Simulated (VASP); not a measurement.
# Li2P (Fm-3m) in VASP: notebook

One crystal, Li2P, is run at these levels: PBE; tasks: single point, relaxation of the atoms.

All numbers are computed with VASP 6.6.1; they aren't measurements. Logs are shortened: lines on timing, memory, paths and dates and some standing lists are left out, and cuts for length are marked.

### Step 1. The crystal as given

The structure is cubic, space group Fm-3m (No. 225). Conventional cell: a = 5.086 Å, b = 5.086 Å, c = 5.086 Å, α = 90.00°, β = 90.00°, γ = 90.00°. P (site symmetry m-3m) has 8 Li at 2.20 Å as nearest neighbours. Around Li (site symmetry -43m) lie 4 P at 2.20 Å.

The cell was built by a generator and needn't be a form met in nature.

### Step 2. Single point, PBE

Input file INCAR:

```
ALGO = Fast
EDIFF = 1E-6
ENCUT = 520
GGA = PE
ISIF = 2
ISMEAR = -1
LASPH = T
LCHARG = F
LREAL = F
LWAVE = F
NBANDS = 12
NELM = 80
PREC = Accurate
SIGMA = 0.1
```

Input file KPOINTS:

```
k-points
0
Gamma
  11 11 11
```

Input file POSCAR:

```
Li2P
1.0
    0.0000000000      2.5431000000      2.5431000000
    2.5431000000      0.0000000000      2.5431000000
    2.5431000000      2.5431000000      0.0000000000
P Li
1 2
Direct
    0.0000000000      0.0000000000      0.0000000000
    0.2500000000      0.2500000000      0.2500000000
    0.7500000000      0.7500000000      0.7500000000
```

Potentials or basis: VASP PAW PBE potentials, release 64 (P, Li_sv).

Run with:

```
> cat potpaw_PBE.64/P/POTCAR potpaw_PBE.64/Li_sv/POTCAR > POTCAR
> mpirun -np 1 vasp_std > vasp.out
```

OUTCAR:

```text
EDIFF = 1E-6
   ENCUT = 520
   GGA = PE
   ISIF = 2
   ISMEAR = -1
   LASPH = T
   LREAL = F
   NELM = 80
   PREC = Accurate

 ion  position               nearest neighbor table
   1  0.000  0.000  0.000-   3 2.20   3 2.20   3 2.20   2 2.20   3 2.20   2 2.20   2 2.20   2 2.20

   2  0.250  0.250  0.250-   1 2.20   1 2.20   1 2.20   1 2.20   3 2.54   3 2.54   3 2.54   3 2.54
                             3 2.54   3 2.54
   3  0.750  0.750  0.750-   1 2.20   1 2.20   1 2.20   1 2.20   2 2.54   2 2.54   2 2.54   2 2.54
                             2 2.54   2 2.54

  LATTYP: Found a face centered cubic cell.
 ALAT       =     5.0862000000

  Lattice vectors:

 A1 = (   0.0000000000,   2.5431000000,   2.5431000000)
 A2 = (   2.5431000000,   0.0000000000,   2.5431000000)
 A3 = (   2.5431000000,   2.5431000000,   0.0000000000)

Analysis of symmetry for initial positions (statically):
=====================================================================
 Subroutine PRICEL returns:
 Original cell was already a primitive cell.

 Routine SETGRP: Setting up the symmetry group for a
 face centered cubic supercell.

 Subroutine GETGRP returns: Found 48 space group operations
 (whereof 48 operations were pure point group operations)
 out of a pool of 48 trial point group operations.

The static configuration has the point symmetry O_h .

Analysis of symmetry for dynamics (positions and initial velocities):
=====================================================================
 Subroutine PRICEL returns:
 Original cell was already a primitive cell.

 Routine SETGRP: Setting up the symmetry group for a
 face centered cubic supercell.

 Subroutine GETGRP returns: Found 48 space group operations
 (whereof 48 operations were pure point group operations)
 out of a pool of 48 trial point group operations.

The dynamic configuration has the point symmetry O_h .

 Subroutine INISYM returns: Found 48 space group operations
 (whereof 48 operations are pure point group operations),
 and found     1 'primitive' translations

----------------------------------------------------------------------------------------

                                     Primitive cell

  volume of cell :      32.8943

  direct lattice vectors                    reciprocal lattice vectors
     0.000000000  2.543100000  2.543100000    -0.196610436  0.196610436  0.196610436
     2.543100000  0.000000000  2.543100000     0.196610436 -0.196610436  0.196610436
     2.543100000  2.543100000  0.000000000     0.196610436  0.196610436 -0.196610436

  length of vectors
     3.596486510  3.596486510  3.596486510     0.340539265  0.340539265  0.340539265

  position of ions in fractional coordinates (direct lattice)
     0.000000000  0.000000000  0.000000000
     0.250000000  0.250000000  0.250000000
     0.750000000  0.750000000  0.750000000

  ion indices of the primitive-cell ions
   primitive index   ion index
                 1           1
                 2           2
                 3           3

----------------------------------------------------------------------------------------

 KPOINTS: k-points

Automatic generation of k-mesh.
 Grid dimensions read from file:
 generate k-points for:   11   11   11

 Generating k-lattice:

  Cartesian coordinates                     Fractional coordinates (reciprocal lattice)
    -0.017873676  0.017873676  0.017873676     0.090909091  0.000000000  0.000000000
     0.017873676 -0.017873676  0.017873676     0.000000000  0.090909091  0.000000000
     0.017873676  0.017873676 -0.017873676     0.000000000  0.000000000  0.090909091

  Length of vectors
     0.030958115  0.030958115  0.030958115

  Shift w.r.t. Gamma in fractional coordinates (k-lattice)
     0.000000000  0.000000000  0.000000000

 Subroutine IBZKPT returns following result:
 ===========================================

 Found     56 irreducible k-points:

 Following reciprocal coordinates:
            Coordinates               Weight
  0.000000  0.000000  0.000000      1.000000
  0.090909  0.000000  0.000000      8.000000
  0.181818  0.000000  0.000000      8.000000
  0.272727  0.000000  0.000000      8.000000
  0.363636  0.000000  0.000000      8.000000
  0.454545  0.000000  0.000000      8.000000
[... 16 lines left out ...]
 -0.272727  0.181818  0.000000     24.000000
 -0.181818  0.181818  0.000000     12.000000
 [... further k-points ...]
   k-points           NKPTS =     56   k-points in BZ     NKDIM =     56   number of bands    NBANDS=     12
   number of dos      NEDOS =    301   number of ions     NIONS =      3
   total plane-waves  NPLWV =  21952
   dimension x,y,z NGX =    28 NGY =   28 NGZ =   28
   dimension x,y,z NGXF=    56 NGYF=   56 NGZF=   56
   ions per type =               1   2
   NGX,Y,Z   is equivalent  to a cutoff of  12.94, 12.94, 12.94 a.u.
   NGXF,Y,Z  is equivalent  to a cutoff of  25.89, 25.89, 25.89 a.u.
 SYSTEM =  unknown system
   PREC   = accura    normal or accurate (medium, high low for compatibility)
   ISTART =      0    job   : 0-new  1-cont  2-samecut
   ICHARG =      2    charge: 1-file 2-atom 10-const
   ISPIN  =      1    spin polarized calculation?
   LNONCOLLINEAR =      F non collinear calculations
   LSORBIT =      F    spin-orbit coupling
   LASPH  =      T    aspherical Exc in radial PAW
   ENCUT  =  520.0 eV  38.22 Ry    6.18 a.u.   6.69  6.69  6.69*2*pi/ulx,y,z
   NELM   =     80;   NELMIN=  2; NELMDL= -5     # of ELM steps
   EDIFF  = 0.1E-05   stopping-criterion for ELM
   LREAL  =      F    real-space projection
   EDIFFG = 0.1E-04   stopping-criterion for IOM
   NSW    =      0    number of steps for IOM
   IBRION =     -1    ionic relax: 0-MD 1-quasi-New 2-CG
   NFREE  =      0    steps in history (QN), initial steepest desc. (CG)
   ISIF   =      2    stress and relaxation
   ISYM   =      2    0-nonsym 1-usesym 2-fastsym
   POTIM  = 0.5000    time-step for ionic-motion
   TEBEG  =    0.0;   TEEND  =   0.0 temperature during run
   PSTRESS=    0.0 pullay stress
   NELECT =      11.0000    total number of electrons
   NUPDOWN=      -1.0000    fix difference up-down
   EMIN   =  10.00;   EMAX   =-10.00  energy-range for DOS
   EFERMI =   0.00;   METHOD = LEGACY
   ISMEAR =    -1;   SIGMA  =   0.10  broadening in eV -4-tet -1-fermi 0-gaus
   EFERMI_NEDOS =   21; number of points for ismear=-14 and -15
   IALGO  =     68    algorithm
   IMIX   =      4    mixing-type and parameters
     AMIX     =   0.40;   BMIX     =  1.00
     AMIX_MAG =   1.60;   BMIX_MAG =  1.00
  volume/ion in A,a.u.               =      10.96        73.99
  Fermi-wavevector in a.u.,A,eV,Ry     =   1.136316  2.147325 17.568020  1.291213
  Thomas-Fermi vector in A             =   2.273021
   LORBIT       =      0    0 simple, 1 ext, 2 COOP (PROOUT), +10 PAW based schemes
   GGA     = PE    functional components
   LHFCALC =     F    Hartree Fock is set to
   AEXX    =    0.0000 exact exchange contribution
   IVDW    =     0    specifies the selected vdW correction
   LEPSILON=     F    determine dielectric tensor
   LRPA    =     F    only Hartree local field effects (RPA)
 non-spin polarized calculation
 RMM-DIIS sequential band-by-band and
  energy-cutoff  :      520.00
  volume of cell :       32.89
 maximum number of plane-waves:       905
   NGX = 13   NGY = 13   NGZ = 13

 number of electron      10.9999996 magnetization

 Free energy of the ion-electron system (eV)
  ---------------------------------------------------
  ext. energy  EPLUGINS =         0.00000000
  ---------------------------------------------------
  free energy    TOTEN  =        -9.11800165 eV

  energy without entropy =       -9.07144213  energy(sigma->0) =       -9.09472189

 E-fermi :   4.5253     XC(G=0): -10.0077

 val. band max:        4.4819536644   @ k =  -0.3636   0.1818   0.0000
 cond. band min:       4.5361371812   @ k =   0.4545   0.0909   0.0000
 fundamental gap:      0.0541835168
 Fermi energy:         4.5252935220

 k-point     1 :       0.0000    0.0000    0.0000
  band No.  band energies     occupation
      1     -39.5403      2.00000
      2     -39.3816      2.00000
      3      -5.7715      2.00000
      4       5.9629      0.00000
      5       5.9629      0.00000
      6       5.9629      0.00000
      7       9.9795      0.00000
      8       9.9795      0.00000
      9       9.9795      0.00000
     10      12.2761      0.00000
     11      15.9116      0.00000
     12      15.9116      0.00000

 k-point     2 :       0.0909    0.0000    0.0000
  band No.  band energies     occupation
      1     -39.5366      2.00000
      2     -39.3846      2.00000
      3      -5.7046      2.00000
      4       5.2376      0.00161
      5       5.8193      0.00000
      6       5.8193      0.00000
      7      10.2278      0.00000
      8      10.2278      0.00000
      9      10.4849      0.00000
     10      12.5811      0.00000
     11      15.1562      0.00000
     12      15.1562      0.00000

 k-point     3 :       0.1818    0.0000    0.0000
  band No.  band energies     occupation
      1     -39.5262      2.00000
      2     -39.3932      2.00000
      3      -5.5103      2.00000
      4       3.8324      1.99804
      5       5.5039      0.00011
      6       5.5039      0.00011
      7      10.7022      0.00000
      8      10.7022      0.00000
      9      11.2342      0.00000
     10      13.4026      0.00000
     11      14.4518      0.00000
     12      14.4518      0.00000
[... 286 lines left out ...]
 k-point    23 :      -0.2727    0.1818    0.0000
  band No.  band energies     occupation
      1     -39.4894      2.00000
      2     -39.4240      2.00000
      3      -4.8151      2.00000
      4       1.7329      2.00000
      5       3.5414      1.99989
      6       4.9135      0.04040
      7      10.9465      0.00000
      8      11.7345      0.00000
      9      13.2615      0.00000
     10      13.5288      0.00000
     11      14.3062      0.00000
     12      19.7733      0.00000

 k-point    24 :      -0.1818    0.1818    0.0000
  band No.  band energies     occupation
      1     -39.5060      2.00000
      2     -39.4096      2.00000
      3      -5.1191      2.00000
      4       2.6248      2.00000
      5       3.8773      1.99694
      6       5.3528      0.00051
      7      11.3103      0.00000
      8      11.3963      0.00000
      9      12.8735      0.00000
     10      12.8947      0.00000
     11      13.0759      0.00000
     12      18.3625      0.00000

 [... further k-points ...]

------------------------ aborting loop because EDIFF is reached ----------------------------------------

  FORCE on cell =-STRESS in cart. coord.  units (eV):
  Direction    XX          YY          ZZ          XY          YZ          ZX
  --------------------------------------------------------------------------------------
  -------------------------------------------------------------------------------------
  Total        6.7254499      6.7254499      6.7254499      0.0000000      0.0000000      0.0000000
  in kB      327.5756545    327.5756545    327.5756545      0.0000000      0.0000000      0.0000000
  external PRESSURE =     327.5756545 kB  Pullay stress =       0.0000000 kB

 VOLUME and BASIS-vectors are now :
 -----------------------------------------------------------------------------
  energy-cutoff  :      520.00
  volume of cell :       32.89
      direct lattice vectors                 reciprocal lattice vectors
     0.000000000  2.543100000  2.543100000    -0.196610436  0.196610436  0.196610436
     2.543100000  0.000000000  2.543100000     0.196610436 -0.196610436  0.196610436
     2.543100000  2.543100000  0.000000000     0.196610436  0.196610436 -0.196610436

 POSITION                                       TOTAL-FORCE (eV/Angst)
 -----------------------------------------------------------------------------------
      0.00000      0.00000      0.00000        -0.000000      0.000000      0.000000
      1.27155      1.27155      1.27155        -0.000000     -0.000000     -0.000000
      3.81465      3.81465      3.81465         0.000000      0.000000      0.000000
 -----------------------------------------------------------------------------------
    total drift:                                0.000000      0.000000      0.000000

  FREE ENERGIE OF THE ION-ELECTRON SYSTEM (eV)
  ---------------------------------------------------
  free  energy   TOTEN  =        -9.1180016541 eV

  energy  without entropy=       -9.0714421317  energy(sigma->0) =       -9.09472189
```

It took 22 s on 1 thread of Intel Xeon Platinum 8488C (Sapphire Rapids), shared host; peak memory 0.15 GiB.

Results:

| Quantity | Value |
| --- | --- |
| Free energy | -9.1180 eV |
| Band gap on the k mesh | none (metal or under the smearing width) |

Caveat: the cutoff is under 1.25 times the usual one of these potentials, so pressure, stress and relaxed cells hold a basis-set (Pulay) error; a pressure of tens of GPa on the cell as given is suspect, and the run, the potentials or the cell itself is likely at fault.

[end of part 1 of 2]
